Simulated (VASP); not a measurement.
# KTaO3: optical spectrum, part 2 of 3

Aim: the dielectric function of KTaO3 for independent particles, and its static limit with local fields. The cell has space group Pm-3m. The start is a cell from a database of measured crystal structures.

VASP 6.6.1, plane waves and PAW; the level of theory is named at each step.

So far. Step 2 (Ground state): The cell has a gap of 2.17 eV on this mesh and a pressure of +6.1 GPa, which holds the misfit of the given cell and coordinates with this functional, and any error of cutoff, mesh and data sets. Spin-orbit coupling is left out, which can shift or reorder these edges.

## Step 4: Static response with local fields

Level of this step: PBE; plane waves and PAW (Ta_pv, K_sv, O) (VASP).

Perturbation theory (LEPSILON) gives the dielectric tensor with local fields, and the Born charges.

The input, INCAR:

```
SYSTEM = KTaO3
PREC = Accurate
ENCUT = 520
EDIFF = 1E-08
NELM = 100
ISMEAR = 0
SIGMA = 0.01
LREAL = .FALSE.
ALGO = Normal
GGA = PE
NBANDS = 25
LASPH = .TRUE.
LWAVE = .FALSE.
LCHARG = .FALSE.
KPAR = 4
LEPSILON = .TRUE.
```

The input, POSCAR:

```
KTaO3
1.0
    3.9883000000      0.0000000000      0.0000000000
    0.0000000000      3.9883000000      0.0000000000
    0.0000000000      0.0000000000      3.9883000000
Ta K O
1 1 3
Direct
    0.0000000000      0.0000000000      0.0000000000
    0.5000000000      0.5000000000      0.5000000000
    0.0000000000      0.0000000000      0.5000000000
    0.0000000000      0.5000000000      0.0000000000
    0.5000000000      0.0000000000      0.0000000000
```

The input, KPOINTS:

```
Automatic mesh
0
Gamma
8 8 8
0 0 0
```

Potentials, in the order of the species: Ta_pv, K_sv and O (PBE family, release 64).

Command:

```bash
$ mpirun -np 4 vasp_std
```

Log:

```text
[... set-up lines as in an earlier step ...]
 entering main loop
       N       E                     dE             d eps       ncg     rms          rms(c)
DAV:   1     0.327645748822E+03    0.32765E+03   -0.21026E+04  1750   0.152E+03
DAV:   2    -0.305974612453E+02   -0.35824E+03   -0.35006E+03  2111   0.430E+02
DAV:   3    -0.489069126141E+02   -0.18309E+02   -0.18249E+02  2504   0.959E+01
DAV:   4    -0.495886064580E+02   -0.68169E+00   -0.68103E+00  2873   0.115E+01
DAV:   5    -0.495931947548E+02   -0.45883E-02   -0.45879E-02  2376   0.916E-01    0.340E+01
DAV:   6    -0.412001665691E+02    0.83930E+01   -0.39753E+01  2375   0.429E+01    0.133E+01
DAV:   7    -0.410929811854E+02    0.10719E+00   -0.22005E+00  2233   0.922E+00    0.913E+00
DAV:   8    -0.410452681224E+02    0.47713E-01   -0.40537E-01  2286   0.543E+00    0.247E+00
DAV:   9    -0.410309808371E+02    0.14287E-01   -0.33849E-02  2258   0.142E+00    0.401E-01
DAV:  10    -0.410298981432E+02    0.10827E-02   -0.10595E-02  2452   0.686E-01    0.675E-02
DAV:  11    -0.410299618320E+02   -0.63689E-04   -0.56058E-04  2414   0.159E-01    0.300E-02
DAV:  12    -0.410299916691E+02   -0.29837E-04   -0.58705E-05  2485   0.654E-02    0.782E-03
DAV:  13    -0.410299912301E+02    0.43902E-06   -0.38932E-06  2298   0.172E-02    0.446E-03
DAV:  14    -0.410299911677E+02    0.62405E-07   -0.11127E-06  2318   0.695E-03    0.293E-03
DAV:  15    -0.410299911474E+02    0.20350E-07   -0.10926E-07  2355   0.277E-03    0.433E-04
DAV:  16    -0.410299911372E+02    0.10151E-07   -0.18529E-08  1838   0.933E-04    0.133E-04
DAV:  17    -0.410299911298E+02    0.73624E-08   -0.91316E-10  1459   0.263E-04
   1 F= -.41029991E+02 E0= -.41029991E+02  d E =-.410307E-38
 Linear response reoptimize wavefunctions to high precision
DAV:   1    -0.410299911378E+02   -0.79599E-08   -0.18833E-10  1442   0.113E-04
DAV:   2    -0.410299911378E+02   -0.31832E-10   -0.53197E-11  1253   0.432E-05
 Linear response G [H, r] |phi>, progress :
  Direction:   1
       N       E                     dE             d eps       ncg     rms
RMM:   1    -0.135917350444E+03   -0.13592E+03    0.67241E+02  2946   0.198E+02
RMM:   2    -0.129192859104E+03    0.67245E+01   -0.29919E+01  2989   0.344E+01
RMM:   3    -0.129580827192E+03   -0.38797E+00   -0.37601E+00  3514   0.710E+00
RMM:   4    -0.129657047787E+03   -0.76221E-01   -0.57781E-01  3871   0.228E+00
RMM:   5    -0.129679972658E+03   -0.22925E-01   -0.13988E-01  4009   0.101E+00
RMM:   6    -0.129686823741E+03   -0.68511E-02   -0.40169E-02  4137   0.493E-01
RMM:   7    -0.129688656238E+03   -0.18325E-02   -0.18888E-02  4213   0.267E-01
RMM:   8    -0.129689181243E+03   -0.52501E-03    0.67113E-03  4277   0.159E-01
RMM:   9    -0.129689365243E+03   -0.18400E-03    0.15578E-02  4246   0.104E-01
RMM:  10    -0.129689431144E+03   -0.65901E-04   -0.12637E-02  4165   0.731E-02
RMM:  11    -0.129689459483E+03   -0.28339E-04    0.11919E-03  4061   0.548E-02
RMM:  12    -0.129689471201E+03   -0.11718E-04   -0.41292E-03  4010   0.441E-02
RMM:  13    -0.129689481175E+03   -0.99747E-05   -0.10983E-03  3964   0.370E-02
RMM:  14    -0.129689479861E+03    0.13145E-05   -0.17163E-03  3938   0.329E-02
RMM:  15    -0.129689479807E+03    0.53831E-07   -0.40661E-05  3911   0.303E-02
RMM:  16    -0.129689480474E+03   -0.66704E-06   -0.20310E-03  3908   0.287E-02
RMM:  17    -0.129689478971E+03    0.15029E-05    0.16239E-04  3908   0.276E-02
RMM:  18    -0.129689480044E+03   -0.10730E-05   -0.10343E-03  3909   0.269E-02
RMM:  19    -0.129689478902E+03    0.11421E-05   -0.13684E-03  3915   0.266E-02
 Linear response G [H, r] |phi>, progress :
  Direction:   2
       N       E                     dE             d eps       ncg     rms
RMM:   1    -0.148655193818E+03   -0.14866E+03    0.51202E+02  2916   0.197E+02
RMM:   2    -0.148063095601E+03    0.59210E+00   -0.32145E+01  2892   0.364E+01
RMM:   3    -0.148502031222E+03   -0.43894E+00   -0.48657E+00  3570   0.813E+00
RMM:   4    -0.148579469961E+03   -0.77439E-01   -0.75848E-01  3920   0.272E+00
RMM:   5    -0.148611837971E+03   -0.32368E-01   -0.16690E-01  4097   0.120E+00
RMM:   6    -0.148620369075E+03   -0.85311E-02   -0.44975E-02  4168   0.572E-01
RMM:   7    -0.148622541237E+03   -0.21722E-02   -0.17964E-02  4254   0.308E-01
RMM:   8    -0.148623128272E+03   -0.58704E-03    0.15795E-03  4299   0.181E-01
RMM:   9    -0.148623323061E+03   -0.19479E-03   -0.57582E-03  4296   0.116E-01
RMM:  10    -0.148623403764E+03   -0.80703E-04   -0.25029E-03  4232   0.796E-02
RMM:  11    -0.148623453755E+03   -0.49991E-04   -0.62268E-04  4129   0.582E-02
RMM:  12    -0.148623456470E+03   -0.27147E-05    0.42570E-04  4070   0.451E-02
RMM:  13    -0.148623468857E+03   -0.12388E-04   -0.20722E-04  3995   0.373E-02
RMM:  14    -0.148623481475E+03   -0.12618E-04   -0.88932E-04  3977   0.323E-02
RMM:  15    -0.148623467001E+03    0.14474E-04    0.13308E-04  3964   0.293E-02
RMM:  16    -0.148623487140E+03   -0.20139E-04   -0.82261E-04  3939   0.274E-02
RMM:  17    -0.148623476893E+03    0.10246E-04    0.91501E-04  3942   0.262E-02
RMM:  18    -0.148623497762E+03   -0.20869E-04   -0.11168E-03  3944   0.255E-02
RMM:  19    -0.148623476332E+03    0.21430E-04    0.56268E-04  3949   0.250E-02
 Linear response G [H, r] |phi>, progress :
  Direction:   3
       N       E                     dE             d eps       ncg     rms
RMM:   1    -0.168178127203E+03   -0.16818E+03    0.30891E+02  2958   0.183E+02
RMM:   2    -0.166255334205E+03    0.19228E+01   -0.31388E+01  2779   0.353E+01
RMM:   3    -0.166597672120E+03   -0.34234E+00   -0.39759E+00  3389   0.725E+00
RMM:   4    -0.166667199937E+03   -0.69528E-01   -0.64637E-01  3644   0.225E+00
RMM:   5    -0.166693013759E+03   -0.25814E-01   -0.15080E-01  3828   0.989E-01
RMM:   6    -0.166700350410E+03   -0.73367E-02   -0.43367E-02  3875   0.463E-01
RMM:   7    -0.166702222968E+03   -0.18726E-02   -0.19962E-02  3969   0.252E-01
RMM:   8    -0.166702736157E+03   -0.51319E-03    0.14483E-02  3993   0.152E-01
RMM:   9    -0.166702896363E+03   -0.16021E-03   -0.31672E-03  4004   0.103E-01
RMM:  10    -0.166702994939E+03   -0.98576E-04   -0.22851E-03  3936   0.751E-02
RMM:  11    -0.166703028850E+03   -0.33911E-04   -0.77394E-04  3826   0.581E-02
RMM:  12    -0.166703050340E+03   -0.21489E-04   -0.16614E-05  3770   0.480E-02
RMM:  13    -0.166703030580E+03    0.19760E-04    0.45402E-04  3745   0.416E-02
RMM:  14    -0.166703040301E+03   -0.97205E-05    0.10343E-03  3714   0.375E-02
RMM:  15    -0.166703039288E+03    0.10129E-05   -0.17230E-03  3715   0.350E-02
RMM:  16    -0.166703044349E+03   -0.50609E-05    0.60996E-04  3718   0.334E-02
[...]
RMM:   8    -0.822904551672E+00   -0.32531E-03   -0.81926E-05  7753   0.296E-02    0.476E-03
RMM:   9    -0.822895024991E+00    0.95267E-05   -0.45308E-05  7964   0.169E-02    0.332E-03
RMM:  10    -0.822918860121E+00   -0.23835E-04   -0.26864E-05  8386   0.103E-02    0.213E-03
RMM:  11    -0.822921269129E+00   -0.24090E-05   -0.10856E-05  8583   0.663E-03    0.260E-03
RMM:  12    -0.822911987088E+00    0.92820E-05   -0.71670E-06  8103   0.470E-03    0.466E-03
RMM:  13    -0.822920690191E+00   -0.87031E-05   -0.36736E-06  7792   0.405E-03    0.864E-04
RMM:  14    -0.822924747573E+00   -0.40574E-05   -0.32558E-06  8017   0.273E-03    0.396E-04
RMM:  15    -0.822925683531E+00   -0.93596E-06   -0.13605E-06  7747   0.225E-03    0.250E-04
RMM:  16    -0.822928595392E+00   -0.29119E-05   -0.28478E-06  7881   0.197E-03    0.604E-04
RMM:  17    -0.822928850176E+00   -0.25478E-06   -0.28328E-06  7105   0.171E-03    0.539E-04
RMM:  18    -0.822928466650E+00    0.38353E-06   -0.18338E-06  7410   0.159E-03    0.384E-04
RMM:  19    -0.822928977459E+00   -0.51081E-06   -0.21002E-06  7485   0.153E-03    0.371E-04
RMM:  20    -0.822929177346E+00   -0.19989E-06   -0.12149E-06  7520   0.148E-03    0.298E-04
RMM:  21    -0.822929166262E+00    0.11084E-07   -0.13341E-06  7628   0.145E-03    0.173E-04
RMM:  22    -0.822929034387E+00    0.13188E-06   -0.17973E-06  7218   0.142E-03    0.787E-05
RMM:  23    -0.822928993654E+00    0.40733E-07   -0.12042E-06  7047   0.141E-03    0.354E-05
RMM:  24    -0.822928969316E+00    0.24338E-07   -0.12654E-06  6711   0.140E-03    0.165E-05
RMM:  25    -0.822928971457E+00   -0.21407E-08   -0.15735E-06  6502   0.139E-03    0.118E-05
RMM:  26    -0.822928973151E+00   -0.16944E-08   -0.97885E-07  6435   0.139E-03    0.920E-06
 change of polarisation eV/A/(eV/A) component  1 :     1.549    -0.187    -0.212
 dielectric tensor                  component  1 :     5.417    -0.533    -0.604
 Linear response to external field, progress :
  Direction:   2
       N       E                     dE             d eps       ncg     rms          rms(c)
RMM:   1    -0.761126013927E+00   -0.76113E+00   -0.35217E+00  7174   0.508E+00
RMM:   2    -0.791472909555E+00   -0.30347E-01   -0.46464E-02  7030   0.979E-01    0.129E+00
RMM:   3    -0.783317943348E+00    0.81550E-02   -0.26666E-02  6406   0.905E-01    0.735E-01
RMM:   4    -0.809188680026E+00   -0.25871E-01   -0.18906E-02  6676   0.858E-01    0.175E-01
RMM:   5    -0.820682235631E+00   -0.11494E-01   -0.38249E-03  7275   0.274E-01    0.347E-02
RMM:   6    -0.821980216651E+00   -0.12980E-02   -0.11371E-03  7660   0.995E-02    0.282E-02
RMM:   7    -0.822574238850E+00   -0.59402E-03   -0.23289E-04  7600   0.496E-02    0.175E-02
RMM:   8    -0.822908152771E+00   -0.33391E-03   -0.10813E-04  7749   0.299E-02    0.482E-03
RMM:   9    -0.822895694714E+00    0.12458E-04   -0.44499E-05  7970   0.171E-02    0.338E-03
RMM:  10    -0.822919874885E+00   -0.24180E-04   -0.19010E-05  8390   0.104E-02    0.216E-03
RMM:  11    -0.822921855953E+00   -0.19811E-05   -0.12629E-05  8598   0.665E-03    0.269E-03
RMM:  12    -0.822912598181E+00    0.92578E-05   -0.15053E-06  8112   0.472E-03    0.470E-03
RMM:  13    -0.822921270507E+00   -0.86723E-05   -0.25623E-06  7799   0.407E-03    0.911E-04
RMM:  14    -0.822925700538E+00   -0.44300E-05   -0.26686E-06  8031   0.274E-03    0.429E-04
RMM:  15    -0.822926708118E+00   -0.10076E-05   -0.27650E-06  7764   0.225E-03    0.314E-04
RMM:  16    -0.822930242407E+00   -0.35343E-05   -0.11181E-06  7902   0.198E-03    0.863E-04
RMM:  17    -0.822930402745E+00   -0.16034E-06   -0.20560E-06  7125   0.170E-03    0.763E-04
RMM:  18    -0.822929920791E+00    0.48195E-06   -0.18149E-06  7507   0.159E-03    0.583E-04
RMM:  19    -0.822930583314E+00   -0.66252E-06   -0.98190E-07  7615   0.152E-03    0.569E-04
RMM:  20    -0.822930584140E+00   -0.82629E-09   -0.28166E-06  7224   0.146E-03    0.481E-04
RMM:  21    -0.822930497606E+00    0.86534E-07   -0.19258E-06  7406   0.143E-03    0.397E-04
RMM:  22    -0.822930496329E+00    0.12772E-08   -0.14325E-06  7728   0.142E-03    0.270E-04
RMM:  23    -0.822930500260E+00   -0.39314E-08    0.96803E-07  7847   0.142E-03    0.107E-04
RMM:  24    -0.822930342155E+00    0.15810E-06   -0.21015E-06  6724   0.138E-03    0.586E-05
RMM:  25    -0.822930330980E+00    0.11176E-07   -0.15109E-06  6603   0.138E-03    0.336E-05
RMM:  26    -0.822930349132E+00   -0.18152E-07   -0.10717E-06  6584   0.138E-03    0.264E-05
RMM:  27    -0.822930348653E+00    0.47900E-09   -0.39385E-06  6386   0.137E-03    0.227E-05
RMM:  28    -0.822930323793E+00    0.24859E-07   -0.20706E-06  6372   0.137E-03    0.123E-05
RMM:  29    -0.822930327400E+00   -0.36071E-08   -0.39435E-07  6317   0.137E-03    0.883E-06
 change of polarisation eV/A/(eV/A) component  2 :    -0.187     1.549    -0.212
 dielectric tensor                  component  2 :    -0.533     5.417    -0.604
 Linear response to external field, progress :
  Direction:   3
       N       E                     dE             d eps       ncg     rms          rms(c)
RMM:   1    -0.761029491672E+00   -0.76103E+00   -0.35207E+00  7175   0.509E+00
RMM:   2    -0.791468835661E+00   -0.30439E-01   -0.46686E-02  7032   0.978E-01    0.129E+00
RMM:   3    -0.783320326940E+00    0.81485E-02   -0.26716E-02  6408   0.905E-01    0.735E-01
RMM:   4    -0.809189173864E+00   -0.25869E-01   -0.18880E-02  6669   0.857E-01    0.175E-01
RMM:   5    -0.820686137318E+00   -0.11497E-01   -0.38093E-03  7266   0.274E-01    0.347E-02
RMM:   6    -0.821978072792E+00   -0.12919E-02   -0.11286E-03  7645   0.991E-02    0.281E-02
RMM:   7    -0.822575013079E+00   -0.59694E-03   -0.30206E-04  7594   0.495E-02    0.174E-02
RMM:   8    -0.822906254983E+00   -0.33124E-03   -0.10477E-04  7747   0.297E-02    0.485E-03
RMM:   9    -0.822895771311E+00    0.10484E-04   -0.41031E-05  7969   0.169E-02    0.332E-03
RMM:  10    -0.822919757226E+00   -0.23986E-04   -0.18596E-05  8367   0.103E-02    0.209E-03
RMM:  11    -0.822922830160E+00   -0.30729E-05   -0.20148E-05  8612   0.664E-03    0.248E-03
RMM:  12    -0.822914604012E+00    0.82261E-05   -0.45359E-06  8180   0.469E-03    0.440E-03
RMM:  13    -0.822921431990E+00   -0.68280E-05   -0.35240E-06  7808   0.399E-03    0.105E-03
RMM:  14    -0.822925109013E+00   -0.36770E-05   -0.40562E-07  8025   0.275E-03    0.571E-04
RMM:  15    -0.822926122632E+00   -0.10136E-05   -0.31031E-06  7798   0.226E-03    0.328E-04
RMM:  16    -0.822928941323E+00   -0.28187E-05   -0.17438E-06  7878   0.198E-03    0.331E-04
RMM:  17    -0.822929389507E+00   -0.44818E-06   -0.56999E-06  7205   0.171E-03    0.312E-04
RMM:  18    -0.822929237412E+00    0.15209E-06   -0.18798E-06  6931   0.159E-03    0.226E-04
RMM:  19    -0.822929936595E+00   -0.69918E-06   -0.31533E-06  7605   0.153E-03    0.264E-04
RMM:  20    -0.822930075364E+00   -0.13877E-06   -0.24250E-06  7047   0.147E-03    0.209E-04
RMM:  21    -0.822929870079E+00    0.20529E-06   -0.25541E-06  6792   0.144E-03    0.147E-04
RMM:  22    -0.822929916546E+00   -0.46467E-07    0.44084E-07  6796   0.142E-03    0.131E-04
RMM:  23    -0.822929884160E+00    0.32386E-07   -0.26067E-06  6908   0.141E-03    0.981E-05
RMM:  24    -0.822929954314E+00   -0.70154E-07   -0.35690E-06  7102   0.140E-03    0.764E-05
RMM:  25    -0.822929867630E+00    0.86684E-07    0.63227E-07  6844   0.139E-03    0.302E-05
RMM:  26    -0.822929842419E+00    0.25211E-07   -0.33070E-06  6475   0.139E-03    0.212E-05
RMM:  27    -0.822929845961E+00   -0.35424E-08   -0.18143E-06  6354   0.139E-03    0.196E-05
RMM:  28    -0.822929836233E+00    0.97287E-08   -0.39900E-06  6309   0.138E-03    0.156E-05
RMM:  29    -0.822929847029E+00   -0.10796E-07   -0.49970E-07  6266   0.138E-03    0.133E-05
RMM:  30    -0.822929851687E+00   -0.46584E-08   -0.15797E-06  6224   0.138E-03    0.129E-05
RMM:  31    -0.822929847897E+00    0.37905E-08   -0.45834E-06  6182   0.138E-03    0.121E-05
RMM:  32    -0.822929856772E+00   -0.88754E-08   -0.89442E-07  6182   0.138E-03    0.995E-06
 change of polarisation eV/A/(eV/A) component  3 :    -0.156    -0.243     1.549
 dielectric tensor                  component  3 :    -0.444    -0.693     5.417
 Born effective charges drift removed
```

Wall time 3.1 min (4 MPI ranks of Intel Xeon 6975P-C (Granite Rapids), shared host); peak memory 1.9 GiB; 13 min of CPU time.

Parts of OUTCAR (step 4):

```text
The static configuration has the point symmetry O_h .

 Found     35 irreducible k-points:

   k-points           NKPTS =     35   k-points in BZ     NKDIM =     35   number of bands    NBANDS=     25

   NELECT =      38.0000    total number of electrons

  Total        2.4080533      2.4080533      2.4080533      0.0000000     -0.0000000      0.0000000
  in kB       60.8153525     60.8153525     60.8153525      0.0000000     -0.0000000      0.0000000
  external PRESSURE =      60.8153525 kB  Pullay stress =       0.0000000 kB

 MACROSCOPIC STATIC DIELECTRIC TENSOR (including local field effects in DFT)
 ------------------------------------------------------
           5.417214    -0.000000    -0.000000
           0.000000     5.417214    -0.000000
          -0.000000    -0.000000     5.417214
 ------------------------------------------------------

 PIEZOELECTRIC TENSOR (including local field effects)  for field in x, y, z        (C/m^2)
          XX          YY          ZZ          XY          YZ          ZX
  --------------------------------------------------------------------------------
  x     0.00000     0.00000     0.00000     0.00000     0.00000     0.00000
  y     0.00000     0.00000     0.00000     0.00000     0.00000     0.00000
  z     0.00000     0.00000     0.00000     0.00000     0.00000     0.00000

 BORN EFFECTIVE CHARGES (including local field effects) (in |e|, cummulative output)
 ---------------------------------------------------------------------------------
 ion    1
    1     8.76043    -0.00000    -0.00000
    2    -0.00000     8.76043    -0.00000
    3    -0.00000     0.00000     8.76043
 ion    2
    1     1.15275    -0.00000    -0.00000
    2     0.00000     1.15275    -0.00000
    3    -0.00000    -0.00000     1.15275
 ion    3
    1    -1.67130     0.00000     0.00000
    2    -0.00000    -1.67130     0.00000
    3    -0.00000    -0.00000    -6.57057
 ion    4
    1    -1.67130    -0.00000    -0.00000
    2     0.00000    -6.57057     0.00000
    3     0.00000    -0.00000    -1.67130
 ion    5
    1    -6.57057    -0.00000    -0.00000
    2    -0.00000    -1.67130     0.00000
    3     0.00000    -0.00000    -1.67130

[... 9 parts as in an earlier step ...]
```

Energies printed during the response cycles are not total energies of the cell.

Numbers from this step:

| Property | Result |
| --- | --- |
| Fermi energy | 1.891 eV |

Electronic dielectric tensor with local fields:

```
5.42 0.00 0.00
0.00 5.42 0.00
0.00 0.00 5.42
```

Born effective charge (e), principal values of the symmetric part by kind of site:

| atom | atoms with these values | low | middle | high | mean |
| --- | --- | --- | --- | --- | --- |
| Ta1 | 1 | 8.76 | 8.76 | 8.76 | 8.76 |
| K2 | 1 | 1.15 | 1.15 | 1.15 | 1.15 |
| O3 | 3 | -6.57 | -1.67 | -1.67 | -3.30 |

In full for K2:

```
1.15 0.00 0.00
0.00 1.15 0.00
0.00 0.00 1.15
```

The mean electronic (clamped-ion) dielectric constant is 5.42.

(Continued in part 3 of 3.)

[Lines on the potential files, build, host, timing and source positions are cut from VASP's logs without a mark.]

[Logs are printed without paths, hosts, clocks, repeated set-up lines and the standing remarks that a program may print on its own settings, such as how far it seeks lower states.]

[Hosts, paths, dates, database ids (printed as entryN), source tags and the programs' standing remarks are cut or masked in the printed files.]
